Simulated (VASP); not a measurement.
# HfN: structure and properties in VASP, part 3 of 3

Aim: relax HfN, then compute properties on the relaxed cell. The start is a cell from a database of measured crystal structures.

VASP 6.6.1; PBE with D3(BJ); plane waves and PAW (Hf_pv, N).

Still holding for the runs below: This run has no spin polarisation. Its electron count is odd, so without a moment it is a metal by construction.

So far. Step 3 (Single point with fields (PBE + D3(BJ))): In this run the pressure is 0.00 GPa, small enough to go on. Step 4 (Bands along the symmetry lines (PBE + D3(BJ))): There is no gap at this level. The relaxed cell has a = 4.504 Å (conventional setting).

The database entry behind the starting cell differs from later determinations by our own check (about 0.3 % short), so it need not match the best structure at ambient conditions.

## (5) Density of states (PBE + D3(BJ))

Here the states are counted by energy and projected on the atoms. The mesh is finer than in the run before.

INCAR

```
SYSTEM = HfN
PREC = Accurate
ENCUT = 520
EDIFF = 1E-06
NELM = 100
ISMEAR = -5
SIGMA = 0.05
LREAL = .FALSE.
ALGO = Normal
GGA = PE
IVDW = 12
NBANDS = 19
LASPH = .TRUE.
LORBIT = 11
LWAVE = .FALSE.
LCHARG = .FALSE.
KPAR = 2
NEDOS = 2001
```

POSCAR

```
HfN
1.0
    0.0000000000      2.2519460000      2.2519460000
    2.2519460000      0.0000000000      2.2519460000
    2.2519460000      2.2519460000      0.0000000000
Hf N
1 1
Direct
    0.0000000000      0.0000000000      0.0000000000
    0.5000000000      0.5000000000      0.5000000000
```

KPOINTS

```
Automatic mesh
0
Gamma
13 13 13
0 0 0
```

PAW data sets: Hf_pv and N (PBE family, release 64).

Launch:

```sh
$ mpirun -np 2 vasp_std
```

What it wrote:

```text
[... set-up lines as in an earlier step ...]
 entering main loop
       N       E                     dE             d eps       ncg     rms          rms(c)
DAV:   1     0.435109750661E+02    0.43511E+02   -0.71857E+03  3200   0.747E+02
DAV:   2    -0.228946584626E+02   -0.66406E+02   -0.62593E+02  3919   0.211E+02
DAV:   3    -0.247466720433E+02   -0.18520E+01   -0.18367E+01  3711   0.271E+01
DAV:   4    -0.247511001857E+02   -0.44281E-02   -0.44296E-02  3657   0.150E+00
DAV:   5    -0.247511089360E+02   -0.87503E-05   -0.87512E-05  3671   0.641E-02    0.500E+01
DAV:   6    -0.218529017498E+02    0.28982E+01   -0.61037E+00  3500   0.163E+01    0.427E+01
DAV:   7    -0.217768196984E+02    0.76082E-01   -0.38021E-01  3420   0.446E+00    0.268E+01
DAV:   8    -0.217544316609E+02    0.22388E-01   -0.83042E-02  3443   0.212E+00    0.544E+00
DAV:   9    -0.217498256286E+02    0.46060E-02   -0.10172E-02  3520   0.714E-01    0.202E+00
DAV:  10    -0.217497098926E+02    0.11574E-03   -0.71683E-04  3527   0.225E-01    0.493E-01
DAV:  11    -0.217496938015E+02    0.16091E-04   -0.47265E-05  3528   0.614E-02    0.908E-02
DAV:  12    -0.217496951132E+02   -0.13117E-05   -0.63525E-06  3533   0.169E-02    0.188E-02
DAV:  13    -0.217496948341E+02    0.27909E-06   -0.14404E-07  1830   0.299E-03
   1 F= -.22529705E+02 E0= -.22529705E+02  d E =0.000000E+00
 -----------------------------------------------------------------------------
|                                                                             |
|           W    W    AA    RRRRR   N    N  II  N    N   GGGG   !!!           |
|           W    W   A  A   R    R  NN   N  II  NN   N  G    G  !!!           |
|           W    W  A    A  R    R  N N  N  II  N N  N  G       !!!           |
|           W WW W  AAAAAA  RRRRR   N  N N  II  N  N N  G  GGG   !            |
|           WW  WW  A    A  R   R   N   NN  II  N   NN  G    G                |
|           W    W  A    A  R    R  N    N  II  N    N   GGGG   !!!           |
|                                                                             |
|     Tetrahedron method does not include variations of the Fermi             |
|     occupations, so forces and stress will be inaccurate. We suggest        |
|     using a different smearing scheme ISMEAR = 1 or 2 for metals in         |
|     relaxations.                                                            |
|                                                                             |
 -----------------------------------------------------------------------------
```

It took 18 s on 2 MPI ranks of Intel Xeon Platinum 8488C (Sapphire Rapids), shared host; peak memory 0.33 GiB.

OUTCAR, selected parts (step 5):

```text
   k-points           NKPTS =     84   k-points in BZ     NKDIM =     84   number of bands    NBANDS=     19

   NELECT =      15.0000    total number of electrons

 E-fermi :   8.5095

 k-point     1 :       0.0000    0.0000    0.0000
  band No.  band energies     occupation
    ...
      6       5.4304      2.00000
      7       5.4304      2.00000
      8       8.1172      2.00000
      9       8.1172      2.17407
     10       8.1172      2.17407
     11      10.3560      0.00000
     12      10.4606      0.00000
     13      10.4606      0.00000
     14      18.0563      0.00000
     15      20.7301      0.00000
    ...

 Edisp (eV)   -0.78001

  Total      -0.00136    -0.00136    -0.00136     0.00000    -0.00000    -0.00000
  in kB      -0.09510    -0.09510    -0.09510     0.00000    -0.00000    -0.00000
  external pressure =       -0.10 kB  Pullay stress =        0.00 kB

  FREE ENERGIE OF THE ION-ELECTRON SYSTEM (eV)
  ---------------------------------------------------
  free  energy   TOTEN  =       -22.5297050884 eV

  energy  without entropy=      -22.5297050884  energy(sigma->0) =      -22.52970509

[... 7 parts as in an earlier step ...]

[... 10 further parts left out ...]
```

With tetrahedra the forces and stress of a metal are not exact derivatives of the energy.

This step gave:

```yaml
scf_cycles: 13
irreducible_k_points: 84
free_energy_toten: -22.53 eV
fermi_energy: 8.509 eV
pressure: -0.009510 GPa
dos_at_the_fermi_level: 0.6176 states/eV/cell
```

The density of states has structure finer than the step of the table below, so its rows give means over 1 eV, whole bins alone (the curve runs from -12.0 to 7.93 eV). Peaks (eV: height): total -5.6: 4.33, 3.6: 2.07; Hf d -5.6: 0.775, 3.6: 1.43, 5.1: 1.31; N p -5.6: 1.72; Hf p -5.6: 0.761, 5.4: 0.199; Hf s -7.8: 0.120, 5.1: 0.0648, 6.5: 0.0432.

States under -12.0 eV and over 7.9 eV are left out. The density of states by energy, zero at the Fermi level; means over each step; values in states/eV/cell:

```
energy (eV)   total     Hf d     N p     Hf p     Hf s      N s
        -10       0        0       0        0        0        0
         -9  0.0608  0.00971  0.0167   9.8e-4   0.0105   3.4e-4
         -8   0.582   0.0922   0.176   0.0226   0.0827  0.00548
         -7   0.887    0.135   0.302   0.0672   0.0919  0.00964
         -6    2.15    0.469   0.865    0.243   0.0243  0.00738
         -5    1.78    0.363   0.735    0.199  0.00767  0.00463
         -4   0.522   0.0747   0.251   0.0499  0.00168  0.00102
         -3   0.100   0.0362  0.0272  0.00436   2.8e-4   1.0e-4
         -2   0.232    0.111  0.0386  0.00390  0.00122   4.8e-4
         -1   0.395    0.206  0.0566  0.00259  0.00274  0.00138
          0   0.617    0.335  0.0817  0.00392  0.00552  0.00368
          1   0.712    0.405  0.0873  0.00981  0.00636  0.00542
          2   0.827    0.503  0.0884   0.0142   0.0122   0.0122
          3    1.50    0.962   0.167   0.0224   0.0317   0.0332
          4    1.76     1.21   0.163   0.0322   0.0421   0.0457
          5    1.69     1.12   0.126   0.0981   0.0574   0.0731
          6    1.25    0.709   0.103    0.145   0.0421    0.102
          7   0.720    0.408   0.106   0.0890   0.0267   0.0197
```

The finer mesh and the other smearing move the Fermi level by +0.06 eV from the 9×9×9 run, one measure of the sampling error in the zero of the bands above. Of the states within 0.3 eV of the Fermi level, the largest shares in the PAW spheres are Hf d 54 % and N p 13 %. The rest lies in smaller channels or between the spheres.

## (6) Field gradients at the nuclei (PBE + D3(BJ))

Field gradients probe how far the charge around each nucleus departs from cubic symmetry; LASPH keeps the non-spherical terms inside the spheres.

INCAR

```
SYSTEM = HfN
PREC = Accurate
ENCUT = 520
EDIFF = 1E-07
NELM = 100
ISMEAR = 0
SIGMA = 0.05
LREAL = .FALSE.
ALGO = Normal
GGA = PE
IVDW = 12
NBANDS = 13
LASPH = .TRUE.
LORBIT = 11
LWAVE = .FALSE.
LCHARG = .FALSE.
KPAR = 2
LEFG = .TRUE.
```

POSCAR is that of step 5.

KPOINTS

```
Automatic mesh
0
Gamma
9 9 9
0 0 0
```

Launch:

```sh
$ mpirun -np 2 vasp_std
```

What it wrote:

```text
[... set-up lines as in an earlier step ...]
 entering main loop
       N       E                     dE             d eps       ncg     rms          rms(c)
DAV:   1     0.392406637602E+02    0.39241E+02   -0.78347E+03   918   0.108E+03
DAV:   2    -0.226944301494E+02   -0.61935E+02   -0.57621E+02  1228   0.246E+02
DAV:   3    -0.247535597525E+02   -0.20591E+01   -0.20479E+01  1055   0.374E+01
DAV:   4    -0.247629999792E+02   -0.94402E-02   -0.94381E-02  1020   0.291E+00
DAV:   5    -0.247630589839E+02   -0.59005E-04   -0.59004E-04  1063   0.202E-01    0.500E+01
DAV:   6    -0.218457586116E+02    0.29173E+01   -0.94385E+00  1030   0.239E+01    0.421E+01
DAV:   7    -0.217815973263E+02    0.64161E-01   -0.50805E-01   990   0.645E+00    0.268E+01
DAV:   8    -0.217626678782E+02    0.18929E-01   -0.10916E-01  1050   0.296E+00    0.640E+00
DAV:   9    -0.217559473319E+02    0.67205E-02   -0.24538E-02  1010   0.122E+00    0.194E+00
DAV:  10    -0.217556958321E+02    0.25150E-03   -0.17049E-03  1068   0.387E-01    0.212E-01
DAV:  11    -0.217556734922E+02    0.22340E-04   -0.90187E-05  1055   0.994E-02    0.608E-02
DAV:  12    -0.217556724993E+02    0.99291E-06   -0.93230E-06  1131   0.258E-02    0.360E-03
DAV:  13    -0.217556723326E+02    0.16668E-06   -0.33235E-07  1012   0.584E-03    0.672E-03
DAV:  14    -0.217556722722E+02    0.60478E-07   -0.20560E-08   470   0.149E-03
ion   1
     0.0000000     0.0000000     0.0000000    -0.0000000     0.0000000    -0.0000000
     0.0000654     0.0000000     0.0000000    -0.0000000     0.0000000    -0.0000000
     0.0000901     0.0000000     0.0000000    -0.0000000     0.0000000    -0.0000000
     0.0001241     0.0000000     0.0000000    -0.0000000     0.0000000    -0.0000000
     0.0001709     0.0000000     0.0000000    -0.0000000     0.0000000    -0.0000000

     0.0000000     0.0000000     0.0000000    -0.0000000     0.0000000    -0.0000000
     0.0000654     0.0000000     0.0000000    -0.0000000     0.0000000    -0.0000000
     0.0000901     0.0000000     0.0000000    -0.0000000     0.0000000    -0.0000000
     0.0001241     0.0000000     0.0000000    -0.0000000     0.0000000    -0.0000000
     0.0001709     0.0000000     0.0000000    -0.0000000     0.0000000    -0.0000000

ion   2
     0.0000000    -0.0000000    -0.0000000    -0.0000000    -0.0000000     0.0000000
     0.0000281    -0.0000000    -0.0000000    -0.0000000    -0.0000000     0.0000000
     0.0000381    -0.0000000    -0.0000000    -0.0000000    -0.0000000     0.0000000
     0.0000517    -0.0000000    -0.0000000    -0.0000000    -0.0000000     0.0000000
     0.0000701    -0.0000000    -0.0000000    -0.0000000    -0.0000000     0.0000000

     0.0000000    -0.0000000    -0.0000000    -0.0000000    -0.0000000     0.0000000
     0.0000281    -0.0000000    -0.0000000    -0.0000000    -0.0000000     0.0000000
     0.0000381    -0.0000000    -0.0000000    -0.0000000    -0.0000000     0.0000000
     0.0000517    -0.0000000    -0.0000000    -0.0000000    -0.0000000     0.0000000
     0.0000701    -0.0000000    -0.0000000    -0.0000000    -0.0000000     0.0000000

   1 F= -.22535683E+02 E0= -.22534707E+02  d E =-.195032E-02
```

It took 8.2 s on 2 MPI ranks; peak memory 0.29 GiB.

OUTCAR, selected parts (step 6):

```text
   NELECT =      15.0000    total number of electrons

 E-fermi :   8.4506

 k-point     1 :       0.0000    0.0000    0.0000
  band No.  band energies     occupation
    ...
      6       5.4320      2.00000
      7       5.4320      2.00000
      8       8.1156      2.00000
      9       8.1156      2.00000
     10       8.1156      2.00000
     11      10.3560      0.00000
     12      10.4580      0.00000
     13      10.4580      0.00000

 Edisp (eV)   -0.78001

  Total       0.00069     0.00069     0.00069    -0.00000    -0.00000    -0.00000
  in kB       0.04852     0.04852     0.04852    -0.00000    -0.00000    -0.00000
  external pressure =        0.05 kB  Pullay stress =        0.00 kB

 POSITION                                       TOTAL-FORCE (eV/Angst)
 -----------------------------------------------------------------------------------
      0.00000      0.00000      0.00000        -0.000000     -0.000000     -0.000000
      2.25195      2.25195      2.25195         0.000000      0.000000      0.000000
 -----------------------------------------------------------------------------------
    total drift:                                0.000000     -0.000000     -0.000000

  FREE ENERGIE OF THE ION-ELECTRON SYSTEM (eV)
  ---------------------------------------------------
  free  energy   TOTEN  =       -22.5356825264 eV

  energy  without entropy=      -22.5337322057  energy(sigma->0) =      -22.53470737

 Electric field gradients after diagonalization (V/A^2)
 (convention: |V_zz| > |V_xx| > |V_yy|)
----------------------------------------------------------------------
 ion       V_xx      V_yy      V_zz     asymmetry (V_yy - V_xx)/ V_zz
----------------------------------------------------------------------
   1       0.000     0.000    -0.001       0.000
   2      -0.001    -0.001     0.002       0.000
----------------------------------------------------------------------

[... 9 parts as in an earlier step ...]

[... 8 further parts left out ...]
```

This step gave:

```yaml
scf_cycles: 14
bands: 13
irreducible_k_points: 35
free_energy_toten: -22.54 eV
fermi_energy: 8.451 eV
pressure: 0.004852 GPa
```

Electric field gradients, by row:

```
atom  Vxx (V/Å²)  Vyy (V/Å²)  Vzz (V/Å²)  asymmetry
 Hf1           0           0      -0.001          -
  N2      -0.001      -0.001       0.002          -
```

All gradients vanish within the noise.

The run ends at a pressure of 0.00 GPa.

## (7) Independent-particle dielectric function (PBE + D3(BJ))

LOPTICS sums transitions from filled to empty bands. The mesh is finer than in the run before. NBANDS is raised for it.

INCAR

```
SYSTEM = HfN
PREC = Accurate
ENCUT = 520
EDIFF = 1E-06
NELM = 100
ISMEAR = 0
SIGMA = 0.05
LREAL = .FALSE.
ALGO = Normal
GGA = PE
IVDW = 12
NBANDS = 23
LASPH = .TRUE.
LORBIT = 11
LWAVE = .FALSE.
LCHARG = .FALSE.
KPAR = 2
LOPTICS = .TRUE.
NEDOS = 1500
CSHIFT = 0.1
```

POSCAR is that of step 6.

KPOINTS

```
Automatic mesh
0
Gamma
13 13 13
0 0 0
```

Launch:

```sh
$ mpirun -np 2 vasp_std
```

What it wrote:

```text
[... set-up lines as in an earlier step ...]
 entering main loop
       N       E                     dE             d eps       ncg     rms          rms(c)
DAV:   1     0.478326253536E+02    0.47833E+02   -0.67082E+03  3880   0.617E+02
DAV:   2    -0.228350169446E+02   -0.70668E+02   -0.66549E+02  4732   0.191E+02
DAV:   3    -0.247507844833E+02   -0.19158E+01   -0.19060E+01  4656   0.241E+01
DAV:   4    -0.247539375086E+02   -0.31530E-02   -0.31530E-02  4235   0.110E+00
DAV:   5    -0.247539427632E+02   -0.52547E-05   -0.52546E-05  4649   0.414E-02    0.499E+01
DAV:   6    -0.218528597850E+02    0.29011E+01   -0.41701E+00  4519   0.135E+01    0.444E+01
DAV:   7    -0.217778080581E+02    0.75052E-01   -0.30754E-01  4257   0.369E+00    0.267E+01
DAV:   8    -0.217505542224E+02    0.27254E-01   -0.62725E-02  4487   0.166E+00    0.288E+00
DAV:   9    -0.217484145396E+02    0.21397E-02   -0.40773E-03  4431   0.450E-01    0.982E-01
DAV:  10    -0.217483685592E+02    0.45980E-04   -0.41478E-04  4438   0.156E-01    0.231E-01
DAV:  11    -0.217483572541E+02    0.11305E-04   -0.29748E-05  4438   0.418E-02    0.211E-02
DAV:  12    -0.217483580634E+02   -0.80926E-06   -0.33919E-06  4368   0.122E-02
   1 F= -.22528368E+02 E0= -.22527814E+02  d E =-.110935E-02
 optical routines
 imaginary and real dielectric function
 recalculating local potential from charge density
 direction            1
 direction            2
 direction            3
```

It took 15 s on 2 MPI ranks; peak memory 0.43 GiB.

From OUTCAR (step 7):

```text
   k-points           NKPTS =     84   k-points in BZ     NKDIM =     84   number of bands    NBANDS=     23

   NELECT =      15.0000    total number of electrons

 E-fermi :   8.5639

 k-point     1 :       0.0000    0.0000    0.0000
  band No.  band energies     occupation
    ...
      6       5.4299      2.00000
      7       5.4299      2.00000
      8       8.1178      2.00000
      9       8.1178      2.00000
     10       8.1178      2.00000
     11      10.3562      0.00000
     12      10.4618      0.00000
     13      10.4618      0.00000
     14      18.0575      0.00000
     15      20.7335      0.00000
    ...

 Edisp (eV)   -0.78001

  Total       0.00405     0.00405     0.00405     0.00000     0.00000     0.00000
  in kB       0.28396     0.28396     0.28396     0.00000     0.00000     0.00000
  external pressure =        0.28 kB  Pullay stress =        0.00 kB

  FREE ENERGIE OF THE ION-ELECTRON SYSTEM (eV)
  ---------------------------------------------------
  free  energy   TOTEN  =       -22.5283683176 eV

  energy  without entropy=      -22.5272589661  energy(sigma->0) =      -22.52781364

 plasma frequency squared (from intraband transitions) (eV^2)
  --------------------------------------------------------------------------------------
     135.597       0.000       0.000
       0.000     135.597       0.000
       0.000      -0.000     135.597

[... 8 parts as in an earlier step ...]

[... 9 further parts left out ...]
```

These are independent-particle spectra without excitons or local fields, and fine structure depends on the mesh and on CSHIFT. The intraband (Drude) part is not in this spectrum.

Numbers from this step:

- SCF cycles: 12
- bands: 23
- irreducible k-points: 84
- free energy (TOTEN): -22.53 eV
- Fermi energy: 8.564 eV
- pressure: 0.02840 GPa

The imaginary dielectric function, xx has structure finer than the step of the table below, so its rows give means over 1 eV, whole bins alone (the curve runs from 0 to 25.0 eV). Peaks (eV: height): 0.3: 50.0, 5.7: 8.64.

The imaginary dielectric function, xx by photon energy; means over each step:

```
photon energy (eV)  imaginary dielectric function, xx
                 1                               2.29
                 2                               1.03
                 3                              0.824
                 4                               1.67
                 5                               3.34
                 6                               7.19
                 7                               6.88
                 8                               7.23
                 9                               6.89
                10                               6.67
                11                               6.10
                12                               4.27
                13                               1.93
                14                               1.71
                15                               1.35
                16                               1.33
                17                               1.20
                18                              0.846
                19                               1.05
                20                               1.11
                21                              0.834
                22                              0.636
                23                              0.427
                24                              0.419
```

Real dielectric function, xx against photon energy:

photon energy (eV), real dielectric function, xx and a bar from the least value:
```
        0       57.5 ##############################
        1        2.7 ###
        2        6.1 #####
        3        7.0 #####
        4        7.9 #####
        5        9.6 ######
        6        6.9 #####
        7        5.6 ####
        8        3.0 ###
        9        2.0 ##
       10        0.9 ##
       11       -0.4 #
       12       -3.0 
       13       -1.6 #
       14       -1.1 #
       15       -0.7 #
       16        0.2 ##
       17       -0.2 #
       18        0.2 ##
       19        0.8 ##
       20        0.2 ##
       21        0.2 ##
       22        0.3 ##
       23        0.4 ##
       24        0.6 ##
```

## (8) What came out

| Property | Result |
| --- | --- |
| relaxed volume | 11.42 Å³/atom |
| relaxed conventional cell a, b, c | 4.504, 4.504, 4.504 Å |
| space group after relaxing, within 0.02 Å | Fm-3m (No. 225) |
| band gap | none, a metal |
| DOS at the Fermi level | 0.618 states/eV/cell |
| largest field gradient Vzz | zero within the noise on all sites |

With PBE + D3(BJ), HfN relaxes to 11.42 Å³/atom in space group Fm-3m (held by the symmetry of the run) and comes out as a metal. Against the listed cell the volume lies -0.5 %. Bands along the symmetry lines (PBE + D3(BJ)): Of the bands kept, 3 cross the Fermi level on this path. Spin-orbit coupling is left out, and with elements this heavy it would split and shift bands near the Fermi level. The k-sampling is coarse for a metal, so the Fermi level, pressures and the shape of the cell carry errors. With an odd electron count and no spin the cell is a metal by construction. No search among competing phases was made, and a listed structure need not be the one stable at ambient conditions. All values are for a static lattice at zero temperature.

[Lines on the potential files, build, host, timing and source positions are cut from VASP's logs without a mark.]

[Logs are printed without paths, hosts, clocks, repeated set-up lines and the standing remarks that a program may print on its own settings, such as how far it seeks lower states.]

[Hosts, paths, dates, database ids (printed as entryN), source tags and the programs' standing remarks are cut or masked in the printed files.]

[A measured line is paired with the nearest computed mode of its activity, which favours agreement.]
